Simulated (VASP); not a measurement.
Here is the system:

```yaml
crystal:
  lattice:
    - [0.00000, 1.80380, 1.80380]
    - [1.80380, 0.00000, 1.80380]
    - [1.80380, 1.80380, 0.00000]
  atoms:
    - { symbol: B, position: [0.00000, 0.00000, 0.00000] }
    - { symbol: N, position: [0.75000, 0.75000, 0.75000] }
```

All values below come from PBEsol GGA, VASP's PBE PAW potentials (set 64) (plane waves; VASP 6.6.1). Numerical set-up: 520 eV cut-off, 16×16×16 Γ-centred mesh, Gaussian smearing of 0.010 eV, potentials B N.

Q: Give the direction-averaged independent-particle dielectric function (no local fields, no excitons; a broadening of 0.1 eV leaves a tail below the gap, and fine structure carries the noise of the k-mesh).

A: 
```
ħω (eV)     ε₁     ε₂
-------  -----  -----
0.00      4.75   0.00
0.50      4.76   0.00
1.00      4.78   0.00
1.60      4.82   0.00
2.10      4.87   0.00
2.60      4.93   0.00
3.20      5.03   0.00
3.70      5.13   0.00
4.30      5.28   0.00
4.80      5.44   0.00
5.30      5.63   0.00
5.90      5.92   0.00
6.40      6.23   0.00
7.00      6.72   0.00
7.50      7.28   0.00
8.00      8.08   0.00
8.60      9.86   0.00
9.10     11.31   2.48
9.60     12.00  10.02
10.20     9.59   6.21
10.70     8.59  12.44
11.30     7.36  14.06
11.80     5.70  18.07
12.30    -1.38  18.77
12.90    -3.47  11.73
13.40    -3.50   6.58
14.00     0.12   4.70
14.50    -1.17   4.79
15.00    -4.71   4.83
15.60    -1.84   2.90
16.10    -2.69   4.40
16.70    -2.93   1.57
```
ε₂ peaks at 10.7 eV (height 12.4), 11.2 eV (height 15.5), 11.9 eV (height 19.7), 12.3 eV (height 18.8), 12.8 eV (height 12.1); ε₁(0) averages 4.75, so the electronic refractive index below the gap tends to √4.75 = 2.18.

The structure comes from a computed database's BN entry (F-43m); how it stands against other phases isn't given here. It was relaxed first.
